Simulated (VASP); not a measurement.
All values below come from SCAN meta-GGA, VASP's PBE PAW potentials (set 64) (plane waves; VASP 6.6.1).

Input for VASP

### INCAR
```
SIGMA = 0.05   ! width (eV)
LMIXTAU = .TRUE.
ALGO = Normal   ! blocked Davidson
LREAL = .FALSE.
PREC = Accurate
SYSTEM = SrCl2
NELM = 100   ! most electronic steps
LCHARG = .FALSE.
METAGGA = SCAN
ISMEAR = 0   ! Gaussian
LMAXMIX = 4   ! l cut-off of mixed one-centre charges
LWAVE = .FALSE.
ENCUT = 520   ! plane-wave cut-off (eV)
ISIF = 2   ! forces and stress, cell fixed
EDIFF = 1E-7   ! SCF stop (eV)
LASPH = .TRUE.   ! aspherical one-centre terms
```

**POSCAR**
```
SrCl2
3.4175710
  0.0000000000   1.0000001203   1.0000001203
  1.0000001203   0.0000000000   1.0000001203
  1.0000001203   1.0000001203   0.0000000000
Sr Cl
1 2
Cartesian
  0.0000000000   0.0000000000   0.0000000000
  0.5000000602   0.5000000602   0.5000000602
  1.5000001805   1.5000001805   1.5000001805
```

**KPOINTS**
```
Automatic mesh
0
Gamma
6 6 6
0 0 0
```

POTCAR, in this order: Sr_sv Cl (PBE.64 set). Program: vasp_std.

The resulting files:

File OSZICAR:
```
       N       E                     dE             d eps       ncg     rms          rms(c)
DAV:   1     0.113539271931E+03    0.11354E+03   -0.12000E+04   512   0.139E+03
DAV:   2    -0.446102845571E+02   -0.15815E+03   -0.15582E+03   696   0.258E+02
DAV:   3    -0.533978146298E+02   -0.87875E+01   -0.87777E+01   784   0.652E+01
DAV:   4    -0.536604040202E+02   -0.26259E+00   -0.26243E+00   792   0.881E+00
DAV:   5    -0.536657662682E+02   -0.53622E-02   -0.53620E-02   768   0.106E+00    0.136E+01
DAV:   6    -0.463601365151E+02    0.73056E+01   -0.32952E+00   688   0.126E+01    0.104E+01
DAV:   7    -0.463201896359E+02    0.39947E-01   -0.10915E+00   624   0.109E+01    0.171E+00
DAV:   8    -0.467088794120E+02   -0.38869E+00   -0.11618E+00   904   0.923E+00    0.229E+00
DAV:   9    -0.458642136537E+02    0.84467E+00   -0.25435E-01   632   0.596E+00    0.102E+00
DAV:  10    -0.464881496430E+02   -0.62394E+00   -0.20621E-01   512   0.470E+00    0.101E+00
DAV:  11    -0.464835915352E+02    0.45581E-02   -0.74777E-03   952   0.609E-01    0.100E+00
DAV:  12    -0.465186292542E+02   -0.35038E-01   -0.19569E-02   592   0.176E+00    0.126E+00
DAV:  13    -0.463735910071E+02    0.14504E+00   -0.13833E-01   512   0.442E+00    0.778E-01
DAV:  14    -0.465112270799E+02   -0.13764E+00   -0.87675E-02   536   0.373E+00    0.955E-01
DAV:  15    -0.464940963607E+02    0.17131E-01   -0.70890E-03   560   0.113E+00    0.942E-01
DAV:  16    -0.465054993475E+02   -0.11403E-01   -0.47422E-03   512   0.966E-01    0.730E-01
DAV:  17    -0.465231879767E+02   -0.17689E-01   -0.75830E-03   512   0.998E-01    0.438E-01
DAV:  18    -0.465270079437E+02   -0.38200E-02   -0.12689E-03   528   0.413E-01    0.346E-01
DAV:  19    -0.465276511663E+02   -0.64322E-03   -0.24597E-03   624   0.586E-01    0.262E-01
DAV:  20    -0.465275234956E+02    0.12767E-03   -0.10253E-04   784   0.960E-02    0.165E-01
DAV:  21    -0.465277800977E+02   -0.25660E-03   -0.11289E-04   664   0.119E-01    0.146E-01
DAV:  22    -0.465280114645E+02   -0.23137E-03   -0.94038E-05   712   0.105E-01    0.119E-01
DAV:  23    -0.465280213244E+02   -0.98599E-05   -0.27588E-05   712   0.698E-02    0.886E-02
DAV:  24    -0.465280660938E+02   -0.44769E-04   -0.16412E-05   680   0.434E-02    0.680E-02
DAV:  25    -0.465280827893E+02   -0.16696E-04   -0.50919E-06   632   0.297E-02    0.508E-02
DAV:  26    -0.465280890086E+02   -0.62192E-05   -0.63791E-06   736   0.281E-02    0.352E-02
DAV:  27    -0.465280961531E+02   -0.71446E-05   -0.33088E-06   560   0.214E-02    0.207E-02
DAV:  28    -0.465280999360E+02   -0.37829E-05   -0.23890E-06   800   0.155E-02    0.101E-02
DAV:  29    -0.465281032386E+02   -0.33026E-05   -0.81431E-07   672   0.114E-02    0.543E-03
DAV:  30    -0.465281041565E+02   -0.91791E-06   -0.12606E-07   448   0.480E-03    0.479E-03
DAV:  31    -0.465281052109E+02   -0.10544E-05   -0.11222E-07   440   0.480E-03    0.851E-04
DAV:  32    -0.465281058153E+02   -0.60433E-06   -0.42117E-08   432   0.272E-03    0.539E-04
DAV:  33    -0.465281058383E+02   -0.23069E-07   -0.70543E-09   320   0.106E-03
   1 F= -.46528106E+02 E0= -.46528106E+02  d E =-.167899E-13
```

File OUTCAR:
```
------------------------ aborting loop because EDIFF is reached ----------------------------------------
  FORCE on cell =-STRESS in cart. coord.  units (eV):
  Direction    XX          YY          ZZ          XY          YZ          ZX
  --------------------------------------------------------------------------------------
  Total        1.3835815      1.3835815      1.3835815      0.0000000      0.0000000     -0.0000000
  in kB       27.7672294     27.7672294     27.7672294      0.0000000      0.0000000     -0.0000000
  external PRESSURE =      27.7672294 kB  Pullay stress =       0.0000000 kB
  volume of cell :       79.83
      direct lattice vectors                 reciprocal lattice vectors
     0.000000000  3.417571411  3.417571411    -0.146302722  0.146302722  0.146302722
     3.417571411  0.000000000  3.417571411     0.146302722 -0.146302722  0.146302722
     3.417571411  3.417571411  0.000000000     0.146302722  0.146302722 -0.146302722
 POSITION                                       TOTAL-FORCE (eV/Angst)
 -----------------------------------------------------------------------------------
      0.00000      0.00000      0.00000        -0.000000     -0.000000      0.000000
      1.70879      1.70879      1.70879         0.000000      0.000000     -0.000000
      5.12636      5.12636      5.12636        -0.000000     -0.000000      0.000000
 -----------------------------------------------------------------------------------
    total drift:                                0.000000      0.000000      0.000000
  FREE ENERGIE OF THE ION-ELECTRON SYSTEM (eV)
  ---------------------------------------------------
  free  energy   TOTEN  =       -46.5281058383 eV

  energy  without entropy=      -46.5281058383  energy(sigma->0) =      -46.52810584
```
(Selected blocks of OUTCAR.)

The compound is SrCl2 in the fluorite structure. This cell is one point of a volume scan, at 0.94 of the reference volume.
